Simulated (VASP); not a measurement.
```
CELL_PARAMETERS angstrom
      3.80203     0.00000     0.00000
     -1.90102     3.29266     0.00000
      0.00000     0.00000     6.22686
ATOMIC_POSITIONS crystal
  Zn 0.33333 0.66667 0.99999
  Zn 0.66667 0.33333 0.49999
  S  0.33333 0.66667 0.37501
  S  0.66667 0.33333 0.87501
```

All values below come from r2SCAN meta-GGA, VASP's PBE PAW potentials (set 64) (plane waves; VASP). Run with 400 eV cut-off, 8×8×4 Γ-centred mesh, tetrahedra with Blöchl corrections, potentials Zn S.

**Question.** What does the run give for the energy per atom (σ→0), band gap (over mesh and band path) with the smallest direct gap where there is one?

**Answer.** 
```yaml
band gap (over mesh and band path): 2.82 eV
smallest direct gap (over mesh and band path): 2.82 eV
energy per atom (σ→0): -9.428 eV/atom
```

The absolute energy has meaning only against runs of the same code, potentials and settings.

The structure was generated: ZnS was put into the wurtzite type (P6_3mc), which need not be its known phase. It was relaxed first, which changed the volume by +8 %.
